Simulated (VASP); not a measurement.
Method: r2SCAN meta-GGA, VASP's PBE PAW potentials (set 64) (plane waves; VASP).

VASP input:

### INCAR
```
SYSTEM  =  NiGe2
PREC  =  Accurate; ENCUT  =  400; LREAL  =  .FALSE.
LASPH  =  .TRUE.
EDIFF  =  1E-6; NELM  =  100; ALGO  =  Normal
LMAXMIX  =  4; LMIXTAU  =  .TRUE.
ISMEAR  =  1; SIGMA  =  0.1
METAGGA  =  R2SCAN
IBRION  =  2; NSW  =  60; ISIF  =  3
EDIFFG  =  -0.02
LWAVE  =  .FALSE.; LCHARG  =  .FALSE.
```

File POSCAR:
```
NiGe2
1.0
  5.4083080854  -2.8591641127   0.0000000000
  5.4083080854   2.8591641127   0.0000000000
  0.0000000000   0.0000000000   5.7303682305
Ni Ge
4 8
Cart
  1.2484333107   0.0000000000   0.0000000000
  9.5681828601  -0.0000000000   0.0000000000
  4.1598747747  -0.0000000000   2.8651841152
  6.6567413961  -0.0000000000   2.8651841152
  5.4083080854  -1.9725107426   1.9638583396
  5.4083080854   1.9725107426   3.7665098909
  5.4083080854  -0.8866533701   4.8290424549
  5.4083080854   0.8866533701   0.9013257756
  2.7041540427   1.4040450558   1.4325920576
  8.1124621281  -1.4040450558   4.2977761729
  2.7041540427  -1.4040450558   4.2977761729
  8.1124621281   1.4040450558   1.4325920576
```

### KPOINTS
```
Automatic mesh
0
Gamma
6 6 5
0 0 0
```

POTCAR, in this order: Ni Ge_d (PBE.64 set). Program: vasp_std.

Problem. Estimate the energy per atom (σ→0), volume per atom, band gap (on the k-mesh).

Solution. 
The energy per atom (σ→0) is -13.324 eV/atom. The band gap (on the k-mesh) is none (metal, semimetal or under 0.01 eV) and the volume per atom comes out as 14.78 Å³/atom.

### OSZICAR
```
...
DAV:   3    -0.159891119080E+03    0.22794E-02   -0.65610E-03  7635   0.745E-01    0.959E-02
DAV:   4    -0.159890940762E+03    0.17832E-03   -0.51771E-04  8974   0.180E-01    0.239E-02
DAV:   5    -0.159890947871E+03   -0.71096E-05   -0.58822E-05  7984   0.896E-02    0.116E-02
DAV:   6    -0.159890957027E+03   -0.91554E-05   -0.17208E-05  7746   0.462E-02    0.453E-03
DAV:   7    -0.159890963244E+03   -0.62172E-05   -0.55955E-06  7263   0.278E-02    0.205E-03
DAV:   8    -0.159890965383E+03   -0.21395E-05   -0.10517E-06  4117   0.675E-03    0.109E-03
DAV:   9    -0.159890966177E+03   -0.79368E-06   -0.26260E-07  3780   0.506E-03
   2 F= -.15989097E+03 E0= -.15989093E+03  d E =-.106034E-03
```

The structure comes from a computed database's NiGe2 entry (Cmce); how it stands against other phases isn't given here. This run relaxes it. Symmetry was kept, so distortions that lower it aren't found. The start is the result of an earlier pass. The run is not spin-polarised, so no magnetic state was tried.
